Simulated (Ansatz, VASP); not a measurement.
# Ga3CuAs3Cl in two plane-wave programs, part 2 of 2

Wanted: the spread between two codes on one cell, functional and k mesh. The cell is generated by rule, not measured, and may not be a known phase. The cell is taken from a series of runs on this material, whose earlier steps may have relaxed, scaled, displaced or heated it; both programs get it as it stands.

VASP 6.6.1 and Ansatz 0.2.0.

So far. Step 2 (Ansatz: single point, PBEsol, pair 1): The run ends at a pressure of 0.02 GPa, with forces up to 0.056 eV/Å.

**5. VASP: single point, PBEsol, pair 2**

Level of this step: PBEsol, no spin polarisation; plane waves and PAW (As, Cl, Cu, Ga_d); invented cell (VASP).

A single point gives forces, pressure and levels at one fixed geometry, so differences don't come from the geometry; what else differs is listed under the comparison.

File INCAR:

```
SYSTEM = Ga3CuAs3Cl
PREC = Accurate
ENCUT = 600
EDIFF = 1E-06
NELM = 120
ISMEAR = 1
SIGMA = 0.2
LREAL = .FALSE.
ALGO = Normal
GGA = PS
NBANDS = 44
LASPH = .TRUE.
LORBIT = 11
LWAVE = .FALSE.
LCHARG = .FALSE.
ISIF = 2
GGA_COMPAT = .FALSE.
KPAR = 2
```

File POSCAR:

```
Ga3CuAs3Cl
1.0
    2.8244914758      2.8244914758      0.0000000000
   -2.8797628627      2.8797628627      0.0000000000
    0.0000000000      0.0000000000     11.0712925074
As Cl Cu Ga
3 1 1 3
Direct
    0.4952808737      0.0000000000      0.1222399209
    0.9969853799      0.5000000000      0.3778758987
    0.4913593753      0.0000000000      0.6327921183
    0.9692994821      0.5000000000      0.8784198061
    0.5550766370      0.5000000000      0.7279564264
    0.9945417693      0.0000000000      0.9990370141
    0.4966581856      0.5000000000      0.2533311895
    0.9918074800      0.0000000000      0.5083476258
```

File KPOINTS:

```
Automatic mesh
0
Gamma
12 12 4
0 0 0
```

PAW data sets: As, Cl, Cu and Ga_d (PBE family, release 64).

Started as:

```console
$ mpirun -np 2 vasp_std
```

Numbers of over 12 decimals in the logs are rounded to 6 here.

What it wrote:

```text
[banner, memory and clock lines left out]
running    2 mpi-ranks, on    1 nodes
[...]
[... a notice as in an earlier step ...]

 LDA part: xc-table for (Slater+PW92), standard interpolation
 POSCAR, INCAR and KPOINTS ok, starting setup
[...]
entering main loop
       N       E                     dE             d eps       ncg     rms          rms(c)
DAV:   1     0.705733235973E+03    0.70573E+03   -0.34933E+04 16996   0.246E+03
DAV:   2     0.964919205559E+02   -0.60924E+03   -0.59162E+03 16464   0.623E+02
DAV:   3    -0.247553883874E+02   -0.12125E+03   -0.11718E+03 19212   0.209E+02
DAV:   4    -0.348714102440E+02   -0.10116E+02   -0.99441E+01 22152   0.576E+01
[...]
DAV:  16    -0.332498452604E+02    0.97049E-05   -0.66666E-05 18072   0.148E-01    0.642E-03
DAV:  17    -0.332498474216E+02   -0.21613E-05   -0.17616E-05 15836   0.208E-02    0.578E-03
DAV:  18    -0.332498468807E+02    0.54091E-06   -0.91059E-07 10260   0.766E-03
   1 F= -.33249847E+02 E0= -.33249288E+02  d E =-.167675E-02
```

OUTCAR, selected parts (step 5):

```text
  Total        0.1455664      0.1455664      0.3589592      0.2413858     -0.0563576     -0.0563578
  in kB        1.2949302      1.2949302      3.1932315      2.1473215     -0.5013464     -0.5013483
  external PRESSURE =       1.9276973 kB  Pullay stress =       0.0000000 kB

 POSITION                                       TOTAL-FORCE (eV/Angst)
 -----------------------------------------------------------------------------------
      1.39892      1.39892      1.35335        -0.008801     -0.008801      0.006437
      1.37610      4.25586      4.18357        -0.004665     -0.004665     -0.001261
      1.38784      1.38784      7.00583         0.003945      0.003945      0.049635
      1.29790      4.17766      9.72524         0.057335      0.057335      0.071693
      0.12793      3.00769      8.05942        -0.022327     -0.022327     -0.125716
      2.80907      2.80907     11.06063        -0.006940     -0.006940      0.016985
     -0.03707      2.84269      2.80470        -0.005250     -0.005250     -0.000612
      2.80135      2.80135      5.62807        -0.013298     -0.013298     -0.017162
 -----------------------------------------------------------------------------------
    total drift:                               -0.000091     -0.000091     -0.001833

  FREE ENERGIE OF THE ION-ELECTRON SYSTEM (eV)
  ---------------------------------------------------
  free  energy   TOTEN  =       -33.2498468807 eV

  energy  without entropy=      -33.2481701334  energy(sigma->0) =      -33.24928796

[... 2 parts as in an earlier step ...]

[... 1 further part left out ...]
[key lines of the parts left out:]
E-fermi :   4.0838
```

The run ends at a pressure of 0.19 GPa, with forces up to 0.13 eV/Å.

**6. Ansatz: single point, PBEsol, pair 2**

The same cell, functional, mesh and smearing now go to Ansatz, which takes its cutoff from its data sets.

The cell is taken from a series of runs on this material, whose earlier steps may have relaxed, scaled, displaced or heated it; both programs get it as it stands.

File input.yaml:

```yaml
crystal:
  lattice:
    - [2.8244914758, 2.8244914758, 0.0]
    - [-2.8797628627, 2.8797628627, 0.0]
    - [0.0, 0.0, 11.0712925074]
  atoms:
    - { symbol: As, position: [0.4952808737, 0.0, 0.1222399209] }
    - { symbol: As, position: [-0.0030146201, 0.5, 0.3778758987] }
    - { symbol: As, position: [0.4913593753, 0.0, 0.6327921183] }
    - { symbol: Cl, position: [-0.0307005179, 0.5, 0.8784198061] }
    - { symbol: Cu, position: [0.555076637, 0.5, 0.7279564264] }
    - { symbol: Ga, position: [-0.0054582307, 0.0, 0.9990370141] }
    - { symbol: Ga, position: [0.4966581856, 0.5, 0.2533311895] }
    - { symbol: Ga, position: [-0.00819252, 0.0, 0.5083476258] }
kpoints:
  mp_grid: { grid: [12, 12, 4] }
hamiltonian:
  xc: pbesol
scf:
  occupations: { method: methfessel_paxton, width: 0.2 }
output:
  forces: true
  stress: true
  eigenvalues: true
```

Started as:

```console
$ ansatz run input.yaml --threads 8 --pin off --max-ram 14336MiB --backend cpu --events-out ev --progress --plain --runs-dir out
```

What it wrote:

```text
[...]
Crystal: 8 atoms, lattice volume = 180.105 Å³
Basis set: ecut = 420 eV, 3521 PW (Γ), exchange–correlation on 54×60×150 points (8 copies of the dense FFT grid, shifted against one another)
Bands: 66, of which v1, the nominal top of the filled ones, is band 55 counted from 1 (54 counted from 0)
Symmetry: 2 space group operations
[...]
k-point 0: bands = [... 51 lower, 6.4014, 6.9368, 7.3460, 7.6713, 8.2982, 8.8964, 8.9588, 9.7683, ... 7 higher]
  k-point 1: bands = [... 51 lower, 6.4528, 6.6212, 7.3015, 8.0747, 8.2248, 8.8740, 8.9770, 9.7227, ... 7 higher]
  k-point 2: bands = [... 51 lower, 6.5058, 6.5089, 7.2362, 8.1514, 8.4052, 8.8068, 9.0410, 9.6975, ... 7 higher]
  k-point 181: bands = [... 51 lower, 5.8137, 5.9302, 6.2001, 6.2483, 9.0274, 9.2523, 10.1255, 10.2157, ... 7 higher]
[key lines of the parts left out:]
SCF converged after 8 iterations
Free energy (F): -33319.812805 eV
Fermi energy:    8.046669 eV
P = ⅓ Tr σ = 0.0632 GPa (0.632 kbar)
```

The run ends at a pressure of 0.06 GPa, with forces up to 0.13 eV/Å.

**7. Comparison**

What differs besides the data sets and the points named for the pairs above, as far as they apply: the data sets hold 110 valence electrons in Ansatz (on its default PAW (the set named soft_2) files) and 72 in VASP. Total energies have different zeros and are not compared.

Both answers:

```
      quantity  Ansatz  VASP  difference
pressure (GPa)    0.06  0.19       -0.13
```

Forces (eV/Å; atoms numbered as in POSCAR):

```
atom          Ansatz x, y, z            VASP x, y, z
 As1   -0.009, -0.009, 0.004   -0.009, -0.009, 0.006
 As2  -0.005, -0.005, -0.005  -0.005, -0.005, -0.001
 As3     0.009, 0.009, 0.063     0.004, 0.004, 0.050
 Cl4     0.044, 0.044, 0.057     0.057, 0.057, 0.072
 Cu5  -0.013, -0.013, -0.131  -0.022, -0.022, -0.126
 Ga6   -0.007, -0.007, 0.024   -0.007, -0.007, 0.017
 Ga7   -0.005, -0.005, 0.003  -0.005, -0.005, -0.001
 Ga8  -0.014, -0.014, -0.015  -0.013, -0.013, -0.017
```

The forces differ by 6.6 meV/Å r.m.s., which is 18.1 % of the r.m.s. force of 0.037 eV/Å (both taken over all components).

**8. Ansatz: single point, PBEsol, pair 3**

A single point gives forces, pressure and levels at one fixed geometry, so differences don't come from the geometry; what else differs is listed under the comparison.

The cell is taken from a series of runs on this material, whose earlier steps may have relaxed, scaled, displaced or heated it; both programs get it as it stands.

File input.yaml:

```yaml
crystal:
  lattice:
    - [2.8244914758, 2.8244914758, 0.0]
    - [-2.8797628627, 2.8797628627, 0.0]
    - [0.0, 0.0, 11.0712925074]
  atoms:
    - { symbol: As, position: [0.4931358163, 0.0, 0.1222399209] }
    - { symbol: As, position: [-0.004384902, 0.5, 0.3778758987] }
    - { symbol: As, position: [0.4874318186, 0.0, 0.6327921183] }
    - { symbol: Cl, position: [-0.0446552988, 0.5, 0.8784198061] }
    - { symbol: Cu, position: [0.5801114721, 0.5, 0.7279564264] }
    - { symbol: Ga, position: [-0.0079392446, 0.0, 0.9990370141] }
    - { symbol: Ga, position: [0.495139179, 0.5, 0.2533311895] }
    - { symbol: Ga, position: [-0.0119163927, 0.0, 0.5083476258] }
kpoints:
  mp_grid: { grid: [12, 12, 4] }
hamiltonian:
  xc: pbesol
scf:
  occupations: { method: methfessel_paxton, width: 0.2 }
output:
  forces: true
  stress: true
  eigenvalues: true
  write_density: true
  write_potential: true
  elf: true
  volumetric_format: npy
```

What it wrote:

```text
[...]
Crystal: 8 atoms, lattice volume = 180.105 Å³
Basis set: ecut = 420 eV, 3521 PW (Γ), exchange–correlation on 54×60×150 points (8 copies of the dense FFT grid, shifted against one another)
Bands: 66, of which v1, the nominal top of the filled ones, is band 55 counted from 1 (54 counted from 0)
Symmetry: 2 space group operations
[...]
k-point 0: bands = [... 51 lower, 6.3836, 6.8646, 7.3265, 7.7214, 8.2906, 8.8844, 8.9709, 9.8052, ... 7 higher]
  k-point 1: bands = [... 51 lower, 6.4455, 6.6007, 7.2886, 8.0996, 8.2074, 8.8881, 8.9784, 9.7474, ... 7 higher]
  k-point 2: bands = [... 51 lower, 6.4888, 6.5094, 7.2467, 8.1237, 8.4123, 8.8426, 9.0431, 9.7231, ... 7 higher]
  k-point 181: bands = [... 51 lower, 5.7854, 5.8678, 6.1852, 6.2444, 9.0128, 9.2311, 10.1363, 10.2106, ... 7 higher]
[key lines of the parts left out:]
SCF converged after 8 iterations
Free energy (F): -33319.794928 eV
Fermi energy:    8.046495 eV
P = ⅓ Tr σ = 0.1770 GPa (1.770 kbar)
```

The run ends at a pressure of 0.18 GPa, with forces up to 0.41 eV/Å.

**9. VASP: single point, PBEsol, pair 3**

The same cell, functional, mesh and smearing now go to VASP, with its own data sets.

INCAR is that of step 5.

File POSCAR:

```
Ga3CuAs3Cl
1.0
    2.8244914758      2.8244914758      0.0000000000
   -2.8797628627      2.8797628627      0.0000000000
    0.0000000000      0.0000000000     11.0712925074
As Cl Cu Ga
3 1 1 3
Direct
    0.4931358163      0.0000000000      0.1222399209
    0.9956150980      0.5000000000      0.3778758987
    0.4874318186      0.0000000000      0.6327921183
    0.9553447012      0.5000000000      0.8784198061
    0.5801114721      0.5000000000      0.7279564264
    0.9920607554      0.0000000000      0.9990370141
    0.4951391790      0.5000000000      0.2533311895
    0.9880836073      0.0000000000      0.5083476258
```

KPOINTS is that of step 5.

Started as:

```console
$ mpirun -np 2 vasp_std
```

What it wrote:

```text
[... set-up lines as in an earlier step ...]
 entering main loop
       N       E                     dE             d eps       ncg     rms          rms(c)
DAV:   1     0.705987313035E+03    0.70599E+03   -0.34935E+04 16928   0.246E+03
DAV:   2     0.973116970281E+02   -0.60868E+03   -0.59070E+03 16352   0.624E+02
DAV:   3    -0.246174465328E+02   -0.12193E+03   -0.11776E+03 19180   0.209E+02
DAV:   4    -0.348730720783E+02   -0.10256E+02   -0.10093E+02 22128   0.578E+01
[...]
DAV:  16    -0.332292633439E+02    0.11316E-04   -0.76865E-05 18688   0.151E-01    0.640E-03
DAV:  17    -0.332292655591E+02   -0.22152E-05   -0.16832E-05 19040   0.164E-02    0.527E-03
DAV:  18    -0.332292650731E+02    0.48600E-06   -0.59289E-07 10116   0.123E-02
   1 F= -.33229265E+02 E0= -.33228951E+02  d E =-.942750E-03
```

From OUTCAR (step 9):

```text
  Total        0.1680730      0.1680730      0.7485183      0.5131894      0.0571762      0.0571760
  in kB        1.4951447      1.4951447      6.6586726      4.5652333      0.5086283      0.5086265
  external PRESSURE =       3.2163206 kB  Pullay stress =       0.0000000 kB

 POSITION                                       TOTAL-FORCE (eV/Angst)
 -----------------------------------------------------------------------------------
      1.39286      1.39286      1.35335        -0.014547     -0.014547      0.011555
      1.37222      4.25199      4.18357        -0.006631     -0.006631     -0.006592
      1.37675      1.37675      7.00583         0.036857      0.036857      0.112169
      1.25848      4.13824      9.72524         0.187249      0.187249      0.229399
      0.19864      3.07840      8.05942        -0.165257     -0.165257     -0.355070
      2.80207      2.80207     11.06063        -0.007725     -0.007725      0.037765
     -0.04137      2.83840      2.80470        -0.007903     -0.007903      0.002401
      2.79083      2.79083      5.62807        -0.022043     -0.022043     -0.031627
 -----------------------------------------------------------------------------------
    total drift:                               -0.000485     -0.000485     -0.001461

  FREE ENERGIE OF THE ION-ELECTRON SYSTEM (eV)
  ---------------------------------------------------
  free  energy   TOTEN  =       -33.2292650731 eV

  energy  without entropy=      -33.2283223231  energy(sigma->0) =      -33.22895082

[... 2 parts as in an earlier step ...]

[... 1 further part left out ...]
[key lines of the parts left out:]
E-fermi :   4.0838
```

The run ends at a pressure of 0.32 GPa, with forces up to 0.43 eV/Å.

**10. Differences**

What differs besides the data sets and the points named for the pairs above, as far as they apply: the data sets hold 110 valence electrons in Ansatz (on its default PAW (the set named soft_2) files) and 72 in VASP. Total energies have different zeros and are not compared.

Both answers:

```
      quantity  Ansatz  VASP  difference
pressure (GPa)    0.18  0.32       -0.14
```

Forces (eV/Å; atoms numbered as in POSCAR):

```
atom          Ansatz x, y, z            VASP x, y, z
 As1   -0.015, -0.015, 0.009   -0.015, -0.015, 0.012
 As2  -0.007, -0.007, -0.010  -0.007, -0.007, -0.007
 As3     0.044, 0.044, 0.124     0.037, 0.037, 0.112
 Cl4     0.168, 0.168, 0.206     0.187, 0.187, 0.229
 Cu5  -0.152, -0.152, -0.349  -0.165, -0.165, -0.355
 Ga6   -0.008, -0.008, 0.044   -0.008, -0.008, 0.038
 Ga7   -0.008, -0.008, 0.006   -0.008, -0.008, 0.002
 Ga8  -0.023, -0.023, -0.029  -0.022, -0.022, -0.032
```

The forces differ by 9.1 meV/Å r.m.s., which is 7.8 % of the r.m.s. force of 0.116 eV/Å (both taken over all components).

**11. What came out**

- difference in pressure (single point, PBEsol, pair 1): -0.13 GPa
- r.m.s. force difference (single point, PBEsol, pair 2): 6.6 meV/Å
- r.m.s. force difference (single point, PBEsol, pair 3): 9.1 meV/Å

What this shows: The r.m.s. force difference is 9.1 meV/Å (single point, PBEsol, pair 3), within the 12 meV/Å picked in this series as the mark of a large difference. The data sets hold unlike numbers of valence electrons (110 in Ansatz and 72 in VASP), so part of the differences comes from the potentials. How closely two codes agree says nothing of how well the functional describes the real material.

[Lines on the potential files, build, host, timing and source positions are cut from VASP's logs without a mark.]

[Logs are printed without paths, hosts, clocks, repeated set-up lines and the standing remarks that a program may print on its own settings, such as how far it seeks lower states.]

[Hosts, paths, dates, database ids (printed as entryN), source tags and the programs' standing remarks are cut or masked in the printed files.]
